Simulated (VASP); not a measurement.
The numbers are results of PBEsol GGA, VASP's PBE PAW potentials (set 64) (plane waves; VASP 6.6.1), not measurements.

VASP ran on this input.

### KPOINTS
```
kpoints
0
Gamma
  8 8 8
```

INCAR:
```
! general
SYSTEM  = AgCl
PREC    = Accurate
ENCUT   = 520
LREAL   = .FALSE.
LASPH   = .TRUE.

! electronic loop
EDIFF   = 1E-7
NELM    = 100
ALGO    = Normal
LMAXMIX = 4

! smearing
ISMEAR  = 0
SIGMA   = 0.05

! functional
GGA     = PS

! ions
ISIF    = 2

! output
LWAVE   = .FALSE.
LCHARG  = .FALSE.
```

**POSCAR**
```
AgCl
1
    0.0000000000     2.6665952808     2.6665952808
    2.6665952808     0.0000000000     2.6665952808
    2.6665952808     2.6665952808     0.0000000000
Ag Cl
1 1
Direct
  0.0000000000   0.0000000000   0.0000000000
  0.5000000000   0.5000000000   0.5000000000
```

POTCAR, in this order: Ag Cl (PBE.64 set). Program: vasp_std.

Output of the run:

OUTCAR:
```
 ion  position               nearest neighbor table
   1  0.000  0.000  0.000-   2 2.67   2 2.67   2 2.67   2 2.67   2 2.67   2 2.67
   2  0.500  0.500  0.500-   1 2.67   1 2.67   1 2.67   1 2.67   1 2.67   1 2.67
  LATTYP: Found a face centered cubic cell.
 ALAT       =     5.3331905616
 Subroutine PRICEL returns:
 Original cell was already a primitive cell.
 Subroutine GETGRP returns: Found 48 space group operations
The static configuration has the point symmetry O_h .
The dynamic configuration has the point symmetry O_h .
 Subroutine INISYM returns: Found 48 space group operations
 Subroutine IBZKPT returns following result:
 Found     29 irreducible k-points:

 Following reciprocal coordinates:
            Coordinates               Weight
  0.000000  0.000000  0.000000      1.000000
  0.125000  0.000000  0.000000      8.000000
  0.250000  0.000000  0.000000      8.000000
  0.375000  0.000000  0.000000      8.000000
  0.500000  0.000000  0.000000      4.000000
  0.125000  0.125000  0.000000      6.000000
  0.250000  0.125000  0.000000     24.000000
  0.375000  0.125000  0.000000     24.000000
  0.500000  0.125000  0.000000     24.000000
...
```

File OSZICAR:
```
       N       E                     dE             d eps       ncg     rms          rms(c)
DAV:   1     0.106494068119E+03    0.10649E+03   -0.90482E+03   770   0.127E+03
DAV:   2    -0.186747732674E+01   -0.10836E+03   -0.10169E+03   894   0.269E+02
DAV:   3    -0.615425946445E+01   -0.42868E+01   -0.42728E+01   894   0.566E+01
DAV:   4    -0.618838148666E+01   -0.34122E-01   -0.34118E-01   849   0.568E+00
DAV:   5    -0.618882445390E+01   -0.44297E-03   -0.44296E-03   894   0.643E-01    0.930E+00
DAV:   6    -0.603501303828E+01    0.15381E+00   -0.37964E-01   814   0.894E+00    0.600E+00
DAV:   7    -0.603178805136E+01    0.32250E-02   -0.75881E-02   774   0.224E+00    0.228E+00
DAV:   8    -0.603035475054E+01    0.14333E-02   -0.38865E-03   809   0.804E-01    0.331E-01
DAV:   9    -0.603031066754E+01    0.44083E-04   -0.60508E-04   859   0.321E-01    0.403E-02
DAV:  10    -0.603032317318E+01   -0.12506E-04   -0.18285E-05   817   0.489E-02    0.190E-02
DAV:  11    -0.603033025568E+01   -0.70825E-05   -0.63412E-06   769   0.280E-02    0.669E-03
DAV:  12    -0.603033010252E+01    0.15316E-06   -0.40101E-07   844   0.906E-03    0.252E-03
DAV:  13    -0.603033012357E+01   -0.21051E-07   -0.14885E-07   445   0.305E-03
   1 F= -.60303301E+01 E0= -.60303301E+01  d E =-.671728E-14
```

OUTCAR:
```
------------------------ aborting loop because EDIFF is reached ----------------------------------------
  FORCE on cell =-STRESS in cart. coord.  units (eV):
  Direction    XX          YY          ZZ          XY          YZ          ZX
  --------------------------------------------------------------------------------------
  Total        0.9821217      0.9821217      0.9821217      0.0000000      0.0000000     -0.0000000
  in kB       41.4929732     41.4929732     41.4929732      0.0000000      0.0000000     -0.0000000
  external PRESSURE =      41.4929732 kB  Pullay stress =       0.0000000 kB
  volume of cell :       37.92
      direct lattice vectors                 reciprocal lattice vectors
     0.000000000  2.666595281  2.666595281    -0.187505019  0.187505019  0.187505019
     2.666595281  0.000000000  2.666595281     0.187505019 -0.187505019  0.187505019
     2.666595281  2.666595281  0.000000000     0.187505019  0.187505019 -0.187505019
  FREE ENERGIE OF THE ION-ELECTRON SYSTEM (eV)
  ---------------------------------------------------
  free  energy   TOTEN  =        -6.0303301236 eV

  energy  without entropy=       -6.0303301236  energy(sigma->0) =       -6.03033012
```
(Selected blocks of OUTCAR.)

The compound is AgCl in the rock salt structure. This cell is one point of a volume scan, at 0.94 of the reference volume.
